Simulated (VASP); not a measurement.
Output of a VASP run:

OSZICAR:
```
       N       E                     dE             d eps       ncg     rms          rms(c)
DAV:   1     0.812829529801E+02    0.81283E+02   -0.74663E+03  3300   0.147E+03
DAV:   2    -0.171505093823E+02   -0.98433E+02   -0.96443E+02  3410   0.382E+02
DAV:   3    -0.187026794742E+02   -0.15522E+01   -0.15319E+01  3422   0.567E+01
DAV:   4    -0.187123155576E+02   -0.96361E-02   -0.96335E-02  3368   0.480E+00
DAV:   5    -0.187124371467E+02   -0.12159E-03   -0.12159E-03  3436   0.529E-01    0.250E+01
DAV:   6    -0.137527061527E+02    0.49597E+01   -0.12417E+01  3316   0.588E+01    0.273E+00
DAV:   7    -0.140967607096E+02   -0.34405E+00   -0.10779E+00  3304   0.154E+01    0.308E+00
DAV:   8    -0.140761169188E+02    0.20644E-01   -0.26685E-01  3304   0.795E+00    0.819E-01
DAV:   9    -0.140955601225E+02   -0.19443E-01   -0.12854E-02  3312   0.187E+00    0.897E-01
DAV:  10    -0.140909201740E+02    0.46399E-02   -0.23186E-02  3306   0.231E+00    0.986E-02
DAV:  11    -0.140915504800E+02   -0.63031E-03   -0.60204E-04  3304   0.372E-01    0.187E-01
DAV:  12    -0.140915510713E+02   -0.59129E-06   -0.71012E-04  3300   0.417E-01    0.730E-02
DAV:  13    -0.140913740963E+02    0.17697E-03   -0.20219E-04  3308   0.198E-01    0.510E-03
DAV:  14    -0.140913687504E+02    0.53459E-05   -0.28165E-06  3340   0.234E-02    0.225E-03
DAV:  15    -0.140913674741E+02    0.12763E-05   -0.22584E-07  3286   0.673E-03    0.568E-04
DAV:  16    -0.140913691880E+02   -0.17139E-05   -0.43949E-08  1674   0.283E-03    0.416E-04
DAV:  17    -0.140913687699E+02    0.41809E-06   -0.32108E-09  1652   0.828E-04    0.650E-05
DAV:  18    -0.140913689521E+02   -0.18214E-06   -0.35471E-10  1656   0.354E-04    0.232E-05
DAV:  19    -0.140913687834E+02    0.16863E-06   -0.63906E-11  1656   0.143E-04    0.481E-05
DAV:  20    -0.140913688332E+02   -0.49777E-07   -0.75692E-11  1652   0.129E-04
   1 F= -.14091369E+02 E0= -.14091009E+02  d E =-.107997E-02
```

### OUTCAR
```
------------------------ aborting loop because EDIFF is reached ----------------------------------------
  FORCE on cell =-STRESS in cart. coord.  units (eV):
  Direction    XX          YY          ZZ          XY          YZ          ZX
  --------------------------------------------------------------------------------------
  Total        1.1130986      1.1130986      1.1130986      0.0000000     -0.0000000      0.0000000
  in kB      142.8536744    142.8536744    142.8536744      0.0000000     -0.0000000      0.0000000
  external PRESSURE =     142.8536744 kB  Pullay stress =       0.0000000 kB
  volume of cell :       12.48
      direct lattice vectors                 reciprocal lattice vectors
    -1.461383747  1.461383747  1.461383747     0.000000000  0.342141481  0.342141481
     1.461383747 -1.461383747  1.461383747     0.342141481  0.000000000  0.342141481
     1.461383747  1.461383747 -1.461383747     0.342141481  0.342141481  0.000000000
 POSITION                                       TOTAL-FORCE (eV/Angst)
 -----------------------------------------------------------------------------------
      0.00000      0.00000      0.00000         0.000000      0.000000      0.000000
 -----------------------------------------------------------------------------------
    total drift:                                0.000000     -0.000000      0.000000
  FREE ENERGIE OF THE ION-ELECTRON SYSTEM (eV)
  ---------------------------------------------------
  free  energy   TOTEN  =       -14.0913688332 eV

  energy  without entropy=      -14.0902888677  energy(sigma->0) =      -14.09100884
```
(Selected blocks of OUTCAR.)

**POSCAR**
```
V
1
   -1.4613837472     1.4613837472     1.4613837472
    1.4613837472    -1.4613837472     1.4613837472
    1.4613837472     1.4613837472    -1.4613837472
V
1
Direct
  0.0000000000   0.0000000000   0.0000000000
```

Q: Write an INCAR and KPOINTS that could have produced this output.

A: One answer among several that fit: the input of the run itself, r2SCAN meta-GGA, plane waves, VASP's PBE PAW potentials (set 64).

INCAR:
```
# general
SYSTEM  = V
PREC    = Accurate
ENCUT   = 520
LREAL   = .FALSE.
LASPH   = .TRUE.

# electronic loop
EDIFF   = 1E-7
NELM    = 100
ALGO    = Normal
LMAXMIX = 4
LMIXTAU = .TRUE.

# smearing
ISMEAR  = 1
SIGMA   = 0.1

# functional
METAGGA = R2SCAN

# ions
ISIF    = 2

# output
LWAVE   = .FALSE.
LCHARG  = .FALSE.
```

**KPOINTS**
```
kpoints
0
Gamma
 17 17 17
0 0 0
```

POTCAR, in this order: V_sv (PBE.64 set). Program: vasp_std.

The compound is V in the bcc structure. This cell is one point of a volume scan, at 0.94 of the reference volume. The run is not spin-polarised, so no magnetic state was tried.
